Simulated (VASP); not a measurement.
Given:

```
CELL_PARAMETERS angstrom
      3.45597     0.00000     0.00000
     -1.72799     2.99296     0.00000
      0.00000     0.00000     4.44843
ATOMIC_POSITIONS crystal
  Te 0.00000 0.00000 0.00000
  O  0.33333 0.66667 0.21647
  O  0.66667 0.33333 0.78353
```

These are r2SCAN meta-GGA, VASP's PBE PAW potentials (set 64) (plane waves; VASP) values and carry that method's errors. Run with 520 eV cut-off, 11×11×8 Γ-centred mesh, tetrahedra with Blöchl corrections, potentials Te O.

**Question.** The job: TeO₂ (relaxed from the CdI2 structure, space group P-3m1), 3 atoms, r2SCAN, static run, 520 eV, 11×11×8 Γ-centred mesh. Roughly how much core time does it take on a busy server core?

**Answer.** About 10 core-minutes (one run on a shared machine, a rough figure). It had 110 irreducible k-points, 13 bands, up to 1261 plane waves and 22 electronic steps.

The structure was generated: TeO2 was put into the CdI2 type (P-3m1), which need not be its known phase. It was relaxed first, which changed the volume by +10 %.
